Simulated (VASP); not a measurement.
A convergence study with VASP on MoS₂ (2H layered): one setting is varied, all else stays as given below, so the limit is that of these other settings.

```
CELL_PARAMETERS angstrom
      1.58000    -2.73664     0.00000
      1.58000     2.73664     0.00000
      0.00000     0.00000    12.30000
ATOMIC_POSITIONS crystal
  Mo 0.33333 0.66667 0.25000
  Mo 0.66667 0.33333 0.75000
  S  0.33333 0.66667 0.87900
  S  0.66667 0.33333 0.37900
  S  0.66667 0.33333 0.12100
  S  0.33333 0.66667 0.62100
```

Method: PBEsol GGA, VASP's PBE PAW potentials (set 64) (plane waves; VASP). The tightest run used: 550 eV cut-off, 17×17×4 Γ-centred mesh, tetrahedra with Blöchl corrections, potentials Mo_sv S.

```tsv
setting	E (eV/atom)	pressure (GPa)	largest force (eV/Å)	irreducible k-points
4×4×1 mesh	-7.8210	-4.41	0.728	4
5×5×1 mesh	-7.8027	-4.03	0.677	5
6×6×1 mesh	-7.8026	-4.03	0.680	7
```

Question: These are the cheaper rows. Estimate the results at 17×17×4 mesh, and how far the last row shown lies from them.

Answer: 
```json
[
 {"quantity": "E (eV/atom)", "tightest run": "-7.8083", "last row shown is off by": "0.0057"},
 {"quantity": "pressure (GPa)", "tightest run": "-4.19", "last row shown is off by": "0.16"},
 {"quantity": "largest force (eV/Å)", "tightest run": "0.655", "last row shown is off by": "0.025"}
]
```

Left out are rungs that failed or repeat a setting and relaxations that didn't move; long series are thinned to 24 rows.

The compound is MoS2 in the 2H layered structure. The cell was not relaxed at this level, forces remain on its atoms.
